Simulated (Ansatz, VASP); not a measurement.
## Cross-check of IrCl2 between VASP and Ansatz

One calculation is typed for both programs; each brings its own data sets. How far apart do they land? The cell is invented: other elements were put on sites of a known structure type. It may not be a known or stable phase. The cell is taken from a series of runs on this material, whose earlier steps may have relaxed, scaled, displaced or heated it; both programs get it as it stands. Valence electrons are named where the data sets of a main pair hold unlike numbers.

Calculated with Ansatz 0.2.0; plane waves, with VASP 6.6.1 beside it; BLYP with D3(BJ) and r2SCAN.

### Step 1. The starting structure

Symmetry: P-3m1, No. 164, trigonal system. The conventional cell has a = 3.799 Å, b = 3.799 Å, c = 4.716 Å, α = 90.00°, β = 90.00°, γ = 120.00°. Nearest to Ir lie 6 Cl at 2.48 Å. Nearest to Cl lie 3 Ir at 2.48 Å. Farther neighbours and most contacts between anions are not listed.

### Step 2. Ansatz: single point, BLYP with D3(BJ)

Ansatz runs on its default PAW (the set named soft_2) files.

With cell and atoms fixed, the geometry can't cause a difference; cores, projectors, grids and the points listed under the comparison can.

input.yaml

```yaml
crystal:
  lattice:
    - [3.7985679874, 0.0, 0.0]
    - [-1.8992839937, 3.2896563667, 0.0]
    - [0.0, 0.0, 4.716092239]
  atoms:
    - { symbol: Ir, position: [0.0, 0.0, 0.0] }
    - { symbol: Cl, position: [0.33333333, 0.66666667, 0.2477115037] }
    - { symbol: Cl, position: [0.66666667, 0.33333333, 0.7522884963] }
hamiltonian:
  xc: blyp
  pseudopotentials: { kind: paw }
  dispersion: d3bj
kpoints:
  mp_grid: { grid: [10, 10, 7] }
scf:
  occupations: { method: tetrahedron }
output:
  forces: true
  stress: true
```

Launch:

```
ansatz run input.yaml --threads 2 --pin off --max-ram 4608MiB --backend cpu --events-out ev --progress --plain --runs-dir out
```

Numbers of over 12 decimals in the logs are rounded to 6 here.

Output:

```text
Warning: output.forces, output.stress, relax.cell or npt_langevin: where a Kohn–Sham band that disperses or a degenerate level is filled in part under the method tetrahedron, the forces or the stress that this run publishes need not agree with its energy (scf.occupations.method in the input reference, under Limitations); prefer a smearing scheme for the forces or the stress
Engine: ansatz 0.2.0, aarch64-unknown-linux-gnu
Pseudopotentials: kind: paw
Pseudopotential: Ir, paw, valence charge 17, recommended cutoff 420 eV (normal), Ir.paw.azcp
Pseudopotential: Cl, paw, valence charge 7, recommended cutoff 420 eV (normal), Cl.paw.azcp
Functional definition: BLYP
  parameter beta = 0.0042
  parameter a = 0.04918
  parameter b = 0.132
  parameter c = 0.2533
  parameter d = 0.349
  exchange = b88_x(beta = beta)
  correlation = lyp_c(a = a, b = b, c = c, d = d)
Crystal: 3 atoms, lattice volume = 58.932 Å³
Basis set: ecut = 420 eV, 1143 PW (Γ), exchange–correlation on 54×54×64 points (8 copies of the dense FFT grid, shifted against one another)
Bands: 20, of which v1, the nominal top of the filled ones, is band 16 counted from 1 (15 counted from 0)
Symmetry: 12 space group operations
Space group: P-3m1 (ITA 164), of the structure as read, at distance tolerance 3.9e-5 Å
k-points: 80 of 700
Non-local potential: Ir, projectors of the file, l = 0: 3, l = 1: 2, l = 2: 2, l = 3: 1
Non-local potential: Cl, projectors of the file, l = 0: 2, l = 1: 2, l = 2: 2
PAW form: soft (Blöchl's): semilocal exchange-correlation on the pseudo side does not see the compensation charge
PAW frozen core: Ir, regenerated for the run's functional, and the local potential with it (the file was generated under x = pbe(κ = 0.804, μ = 0.219515), c = pbe(β = 0.066725))
PAW frozen core: Cl, regenerated for the run's functional, and the local potential with it (the file was generated under x = pbe(κ = 0.804, μ = 0.219515), c = pbe(β = 0.066725))
PAW one-centre angular grid: Ir, 590 points (default); XC on 64 Gauss nodes
PAW one-centre angular grid: Cl, 110 points (default); XC on 64 Gauss nodes
Initial density: superposition of atomic densities (neutral atoms: chi_scale 0, normalization atom), corrected by the library's trained network
Initial wavefunctions: pseudopotential atomic-orbital guess
Functional: x = b88, c = lyp
SCF iter   1: F=—  HF=-14131.529298 eV  |F-HF|=—  |Δ(HF+E_count)|=         —  Δρ=9.68e-3  dr2=5.93e-2  ethr=1.77e-3  ⟨swp⟩=6.2  Hψ=7817  notcnv=0
preconditioner: auto → Kerker (q_TF=auto, 2.451 Å⁻¹)  [metal: no gap  n_scr=20 (ndim 8)  ℏωp=23.2 eV  f_vac=0.017]
SCF iter   2: F=—  HF=-14131.513901 eV  |F-HF|=—  |Δ(HF+E_count)|=   1.54e-2  Δρ=4.20e-3  dr2=1.01e-2  ethr=1.91e-4  ⟨swp⟩=2.2  Hψ=2692  notcnv=0  defer=6
SCF iter   3: F=—  HF=-14131.510542 eV  |F-HF|=—  |Δ(HF+E_count)|=   3.36e-3  Δρ=9.11e-4  dr2=5.97e-4  ethr=3.26e-5  ⟨swp⟩=2.0  Hψ=2819  notcnv=0  defer=6
SCF iter   4: F=—  HF=-14131.510501 eV  |F-HF|=—  |Δ(HF+E_count)|=   4.02e-5  Δρ=3.45e-4  dr2=1.00e-4  ethr=1.93e-6  ⟨swp⟩=2.0  Hψ=2692  notcnv=0  defer=6
SCF iter   5: F=—  HF=-14131.510519 eV  |F-HF|=—  |Δ(HF+E_count)|=   1.72e-5  Δρ=7.85e-5  dr2=6.61e-6  ethr=3.23e-7  ⟨swp⟩=2.0  Hψ=2690  notcnv=0  defer=6
SCF iter   6: F=—  HF=-14131.510534 eV  |F-HF|=—  |Δ(HF+E_count)|=   1.54e-5  Δρ=1.78e-5  dr2=3.23e-7  ethr=2.13e-8  ⟨swp⟩=2.7  Hψ=2780  notcnv=0  defer=6
SCF iter   7: F=-14131.510534 eV  HF=-14131.510534 eV  |F-HF|=4.35e-9  |Δ(HF+E_count)|=   2.21e-7  Δρ=5.63e-6  dr2=3.57e-8  ethr=3.23e-10  ⟨swp⟩=4.2  Hψ=5448  notcnv=0
SCF 1 converged in 7 iterations: F = -14131.510534 eV  dr2 = 3.57e-8
  greatest PAW one-centre occupation: 1.000 electrons in one spin orbital (limit 2), on the Ir atom at site 0 (counted from 0), in its partial waves of l = 0
SCF converged after 7 iterations
Stability not checked: this state was not tested for a lower state beside it, because cold or Methfessel-Paxton smearing, or corrected tetrahedra, fill the levels in a way that the test cannot read (fill_not_monotonic; see scf.lower_state_search)
Free energy (F): -14131.510534 eV
Harris-Foulkes:  -14131.510534 eV  (|F-HF|=4.35e-9)
Internal energy: -14131.510458 eV  (E = F + TS)
E sigma→0 (E₀):  -14131.510534 eV
Entropy (-TS):   -0.000076 eV (-0.025 meV/atom)
Fermi energy:    11.006772 eV
--- Per-component energies (eV) ---
  E_band       = -293.469963
  E_kinetic    = 949.628466
  E_local      = -2594.888192  (includes V_loc(G=0)·N_el)
  E_nonlocal   = 132.594726
  E_hartree    = 988.996158
  E_xc         = -474.562174
  E_vxc        = -532.619776  (∫ρ·V_xc dr)
  E_paw        = -10584.720069  (= ΣΔE_a)
  E_vpaw       = -226.184571  (= ΣTr[D̂ρ^β])
  E_aug_tail   = 0.000235  (compensation charges beyond the density's cutoff)
  E_ewald      = -2546.659011
  E_disp       = -2.087775  (pairwise vdW)
  E_core_change = 0.187178  (= ΣΔE_core)
  E_smearing   = -0.000076  (= −TS)
  E_closure    = -0.000000  (closes the sum)
  Σ components = -14131.510534   (vs F -14131.510534, Δ=0.00e0)
--- Forces (eV/Å), atoms counted from 1 ---
  atom   1  Ir    -0.00000000     0.00000000     0.00000000
  atom   2  Cl     0.00000000     0.00000000    -0.01328902
  atom   3  Cl    -0.00000000    -0.00000000     0.01328902
  max |Σ_I F_I| component: 9.25e-18 eV/Å
--- Stress (GPa, compression-positive) ---
       -0.968314       0.000000      -0.000000
        0.000000      -0.968314       0.000000
       -0.000000       0.000000       0.148338
  P = ⅓ Tr σ = -0.5961 GPa (-5.961 kbar)
--- Band table (eV; the first three rows and the last of 80) ---
  k-point 0: bands = [... 12 lower, 8.4471, 8.4471, 9.4099, 11.3213, 11.3213, 12.9612, 14.4808, 17.9486]
  k-point 1: bands = [... 12 lower, 8.4332, 8.4332, 9.4116, 11.4184, 11.4184, 13.2712, 14.6505, 17.8881]
  k-point 2: bands = [... 12 lower, 8.3985, 8.3985, 9.4175, 11.6442, 11.6442, 13.9741, 15.0303, 17.7246]
  k-point 79: bands = [... 12 lower, 8.9117, 9.2063, 9.3085, 11.2765, 11.3830, 15.2107, 16.8195, 18.0778]
```

The run ends at a pressure of -0.60 GPa, with forces up to 0.013 eV/Å.

### Step 3. VASP: single point, BLYP with D3(BJ)

The same cell, functional (in two slightly different forms), mesh and smearing now go to VASP, with its own data sets.

Lines of VASP's logs that name or quote its potential files are left out, and so is its time.

INCAR

```
SYSTEM = IrCl2
PREC = Accurate
ENCUT = 400
EDIFF = 1E-06
NELM = 100
ISMEAR = -5
SIGMA = 0.1
LREAL = .FALSE.
ALGO = Normal
GGA = B5
ALDAX = 1
AGGAX = 1
AGGAC = 1
ALDAC = 0
IVDW = 12
VDW_S6 = 1
VDW_S8 = 2.6996
VDW_A1 = 0.4298
VDW_A2 = 4.2359
NBANDS = 17
LASPH = .TRUE.
LORBIT = 11
LWAVE = .FALSE.
LCHARG = .FALSE.
KPAR = 2
ISIF = 2
```

POSCAR

```
IrCl2
1.0
    3.7985679874      0.0000000000      0.0000000000
   -1.8992839937      3.2896563667      0.0000000000
    0.0000000000      0.0000000000      4.7160922390
Ir Cl
1 2
Direct
    0.0000000000      0.0000000000      0.0000000000
    0.3333333300      0.6666666700      0.2477115037
    0.6666666700      0.3333333300      0.7522884963
```

KPOINTS

```
Automatic mesh
0
Gamma
10 10 7
0 0 0
```

PAW data sets: Ir and Cl (PBE family, release 64).

Launch:

```
mpirun -np 2 vasp_std
```

Output:

```text
[banner, memory and clock lines left out]
running    2 mpi-ranks, on    1 nodes
 distrk:  each k-point on    1 cores,    2 groups
 distr:  one band on    1 cores,    1 groups

 POSCAR found type information on POSCAR IrCl
 POSCAR found :  2 types and       3 ions
|                                                                             |
|               ----> ADVICE to this user running VASP <----                  |
|                                                                             |
|     You enforced a specific xc type in the INCAR file but a different       |
|     [... a line on the potential file left out ...]
|     I HOPE YOU KNOW WHAT YOU ARE DOING!                                     |
|                                                                             |

 LDA part: xc-table for (Slater(with rela. corr.)+VWN5), standard interpolation
 POSCAR, INCAR and KPOINTS ok, starting setup
 FFT: planning ... GRIDC
 FFT: planning ... GRID_SOFT
 FFT: planning ... GRID
 WAVECAR not read
 entering main loop
       N       E                     dE             d eps       ncg     rms          rms(c)
DAV:   1     0.160746398429E+03    0.16075E+03   -0.89350E+03  2784   0.959E+02
DAV:   2     0.176726871892E+01   -0.15898E+03   -0.15363E+03  2906   0.269E+02
DAV:   3    -0.103113740127E+02   -0.12079E+02   -0.11876E+02  3683   0.774E+01
DAV:   4    -0.105250477063E+02   -0.21367E+00   -0.21304E+00  3479   0.119E+01
DAV:   5    -0.105302555195E+02   -0.52078E-02   -0.52066E-02  3827   0.171E+00    0.156E+01
DAV:   6    -0.102154845170E+02    0.31477E+00   -0.13518E+00  4007   0.127E+01    0.944E+00
DAV:   7    -0.102131719393E+02    0.23126E-02   -0.26944E-01  4031   0.623E+00    0.415E+00
DAV:   8    -0.102070244184E+02    0.61475E-02   -0.40962E-02  3958   0.244E+00    0.388E-01
DAV:   9    -0.102072255302E+02   -0.20111E-03   -0.48288E-03  3790   0.530E-01    0.152E-01
DAV:  10    -0.102072230603E+02    0.24699E-05   -0.33131E-04  4068   0.154E-01    0.871E-02
DAV:  11    -0.102072177028E+02    0.53575E-05   -0.29004E-05  3444   0.426E-02    0.349E-02
DAV:  12    -0.102072202774E+02   -0.25746E-05   -0.70613E-06  3410   0.212E-02    0.833E-03
DAV:  13    -0.102072197673E+02    0.51007E-06   -0.63242E-07  1991   0.841E-03
   1 F= -.12294790E+02 E0= -.12294790E+02  d E =0.000000E+00
|                                                                             |
|           W    W    AA    RRRRR   N    N  II  N    N   GGGG   !!!           |
|           W    W   A  A   R    R  NN   N  II  NN   N  G    G  !!!           |
|           W    W  A    A  R    R  N N  N  II  N N  N  G       !!!           |
|           W WW W  AAAAAA  RRRRR   N  N N  II  N  N N  G  GGG   !            |
|           WW  WW  A    A  R   R   N   NN  II  N   NN  G    G                |
|           W    W  A    A  R    R  N    N  II  N    N   GGGG   !!!           |
|                                                                             |
|     Tetrahedron method does not include variations of the Fermi             |
|     occupations, so forces and stress will be inaccurate. We suggest        |
|     using a different smearing scheme ISMEAR = 1 or 2 for metals in         |
|     relaxations.                                                            |
|                                                                             |
```

From OUTCAR (step 3):

```text
ion  position               nearest neighbor table
   1  0.000  0.000  0.000-   2 2.48   3 2.48   2 2.48   3 2.48   3 2.48   2 2.48
   2  0.333  0.667  0.248-   1 2.48   1 2.48   1 2.48
   3  0.667  0.333  0.752-   1 2.48   1 2.48   1 2.48

  LATTYP: Found a hexagonal cell.
 ALAT       =     3.7985679874
 C/A-ratio  =     1.2415447755

 Subroutine GETGRP returns: Found 12 space group operations
 (whereof 12 operations were pure point group operations)

The static configuration has the point symmetry D_3d.

 Found     80 irreducible k-points:

   k-points           NKPTS =     80   k-points in BZ     NKDIM =     80   number of bands    NBANDS=     17

   dimension x,y,z NGX =    28 NGY =   28 NGZ =   32
   dimension x,y,z NGXF=    56 NGYF=   56 NGZF=   64

   ENCUT  =  400.0 eV  29.40 Ry    5.42 a.u.   6.19  6.19  7.69*2*pi/ulx,y,z

   NELECT =      23.0000    total number of electrons

 k-points in reciprocal lattice and weights: Automatic mesh
   0.00000000  0.00000000  0.00000000       0.001
   0.10000000 -0.00000000  0.00000000       0.009
   0.20000000 -0.00000000  0.00000000       0.009
   0.30000000  0.00000000  0.00000000       0.009
   0.40000000 -0.00000000  0.00000000       0.009
   0.50000000  0.00000000  0.00000000       0.004
   0.10000000  0.10000000  0.00000000       0.009
   0.20000000  0.10000000  0.00000000       0.017
   0.30000000  0.10000000  0.00000000       0.017
[...]
0.40000000  0.20000000  0.42857143       0.017
   0.30000000  0.30000000  0.42857143       0.017

 average (electrostatic) potential at core
       1 -52.6676       2 -91.3226       3 -91.3226

 E-fermi :   6.2910

 k-point     1 :       0.0000    0.0000    0.0000
  band No.  band energies     occupation
    ...
      7       1.8822      2.00000
      8       2.9951      2.00000
      9       3.7306      2.00000
     10       3.7306      2.00000
     11       4.7062      2.00000
     12       6.6027      0.00000
     13       6.6027      0.00000
     14       8.2757      0.00000
     15       9.8135      0.00000
     16      13.3738      0.00000
    ...

 k-point     2 :       0.1000   -0.0000    0.0000
  band No.  band energies     occupation
    ...
      7       1.6938      2.00000
      8       2.8337      2.00000
      9       3.8443      2.00000
     10       3.8942      2.00000
     11       4.7732      2.00000
     12       6.5419      0.00000
     13       6.5743      0.00000
     14       8.6103      0.00000
     15      10.2450      0.00000
     16      13.0087      0.00000
    ...

 k-point     3 :       0.2000   -0.0000    0.0000
  band No.  band energies     occupation
    ...
      7       1.3030      2.00000
      8       2.4316      2.00000
      9       3.9111      2.00000
     10       4.1624      2.00000
     11       4.8202      2.00000
     12       6.4534     -0.04519
     13       6.5741      0.00000
     14       9.4254      0.00000
     15      11.1311      0.00000
     16      12.5337      0.00000
    ...

 Edisp (eV)   -2.08757

  Total      -0.20556    -0.20556     0.11107     0.00000    -0.00000     0.00000
  in kB      -5.58846    -5.58846     3.01976     0.00000    -0.00000     0.00000
  external pressure =       -2.72 kB  Pullay stress =        0.00 kB

  energy-cutoff  :      400.00
  volume of cell :       58.93
      direct lattice vectors                 reciprocal lattice vectors
     3.798567987  0.000000000  0.000000000     0.263257102  0.151991559  0.000000000
    -1.899283994  3.289656367  0.000000000     0.000000000  0.303983118  0.000000000
     0.000000000  0.000000000  4.716092239     0.000000000  0.000000000  0.212039958

 POSITION                                       TOTAL-FORCE (eV/Angst)
 -----------------------------------------------------------------------------------
      0.00000      0.00000      0.00000        -0.000000      0.000000      0.000000
     -0.00000      2.19310      1.16823        -0.000000      0.000000      0.043911
      1.89928      1.09655      3.54786         0.000000      0.000000     -0.043911
 -----------------------------------------------------------------------------------
    total drift:                                0.000000      0.000000     -0.000000

  FREE ENERGIE OF THE ION-ELECTRON SYSTEM (eV)
  ---------------------------------------------------
  free  energy   TOTEN  =       -12.2947902041 eV

  energy  without entropy=      -12.2947902041  energy(sigma->0) =      -12.29479020

 total charge
# of ion       s       p       d       tot
------------------------------------------
    1        0.460   0.390   7.138   7.988
    2        1.633   3.424   0.000   5.058
    3        1.633   3.424   0.000   5.058
--------------------------------------------------
tot          3.726   7.239   7.138  18.103

[... 3 further parts left out ...]
```

This run has no spin polarisation, so a moment on Ir, if there is one, isn't seen. Its electron count is odd, so without a moment it is a metal by construction.

### Step 4. Comparison

Known differences besides the potentials themselves: the data sets hold 31 valence electrons in Ansatz (on its default PAW (the set named soft_2) files) and 23 in VASP; the cutoff is 420 eV in Ansatz and 400 eV in VASP; Ansatz makes its cores anew for this functional, VASP keeps those of its PBE data sets; VASP's log shows a relativistic correction to its local exchange, Ansatz's none. Total energies have different zeros and are not compared.

The two programs side by side:

```csv
quantity,Ansatz,VASP,difference
pressure (GPa),-0.60,-0.27,-0.32
```

Forces (eV/Å; atoms numbered as in POSCAR):

```
atom        Ansatz x, y, z          VASP x, y, z
 Ir1   0.000, 0.000, 0.000   0.000, 0.000, 0.000
 Cl2  0.000, 0.000, -0.013   0.000, 0.000, 0.044
 Cl3   0.000, 0.000, 0.013  0.000, 0.000, -0.044
```

The forces differ by 27 meV/Å r.m.s., where the r.m.s. force is 0.006 eV/Å in Ansatz and 0.021 eV/Å in VASP: the atoms lie near their places of rest in Ansatz, so a percentage would say little (all taken over all components).

### Step 5. What the set-up changes

Further runs change the set-up of one program: Ansatz's method, potentials or start, or VASP's data sets, cutoff or form of LDA. The table gives Ansatz less VASP for each quantity, since a change that brings one quantity closer may part another.

```
                                                              run  r.m.s. force difference (meV/Å)  pressure (GPa)
                                                         as above                               27           -0.32
VASP with the data sets Ir_sv_GW and Cl_GW and a cutoff of 520 eV                               17            0.33
       VASP with the data sets Ir and Cl_h and a cutoff of 660 eV                               31           -0.59
```

### Step 6. VASP: single point, r2SCAN

With cell and atoms fixed, the geometry can't cause a difference; cores, projectors, grids and the points listed under the comparison can.

INCAR

```
SYSTEM = IrCl2
PREC = Accurate
ENCUT = 520
EDIFF = 1E-06
NELM = 100
ISMEAR = 0
SIGMA = 0.05
LREAL = .FALSE.
ALGO = Normal
METAGGA = R2SCAN
LASPH = .TRUE.
NBANDS = 21
LORBIT = 11
LWAVE = .FALSE.
LCHARG = .FALSE.
KPAR = 2
ISIF = 2
```

POSCAR is that of step 3.

KPOINTS

```
Automatic mesh
0
Gamma
7 7 5
0 0 0
```

The projector-augmented-wave data sets are Ir_sv_GW and Cl_GW (PBE family, release 64).

Launch:

```
mpirun -np 2 vasp_std
```

Output:

```text
[banner, memory and clock lines left out]
running    2 mpi-ranks, on    1 nodes
[...]
[... a notice as in an earlier step ...]

 LDA part: xc-table for (None), standard interpolation
 POSCAR, INCAR and KPOINTS ok, starting setup
[...]
entering main loop
       N       E                     dE             d eps       ncg     rms          rms(c)
DAV:   1     0.147683080917E+03    0.14768E+03   -0.18227E+04  1528   0.142E+03
DAV:   2    -0.715618144128E+02   -0.21924E+03   -0.21027E+03  1764   0.347E+02
DAV:   3    -0.814486210375E+02   -0.98868E+01   -0.96000E+01  1645   0.693E+01
DAV:   4    -0.817109047884E+02   -0.26228E+00   -0.26134E+00  1920   0.110E+01
[...]
DAV:  12    -0.648298481328E+02   -0.22726E-05   -0.15705E-05  1614   0.316E-02    0.510E-02
DAV:  13    -0.648298494659E+02   -0.13331E-05   -0.28592E-06  1481   0.142E-02    0.639E-03
DAV:  14    -0.648298494620E+02    0.38740E-08   -0.38625E-07   997   0.487E-03
   1 F= -.64829849E+02 E0= -.64826937E+02  d E =-.582483E-02
```

(Part 1 of 2 ends here.)

[Lines on the potential files, build, host, timing and source positions are cut from VASP's logs without a mark.]

[Logs are printed without paths, hosts, clocks, repeated set-up lines and the standing remarks that a program may print on its own settings, such as how far it seeks lower states.]

[Hosts, paths, dates, database ids (printed as entryN), source tags and the programs' standing remarks are cut or masked in the printed files.]
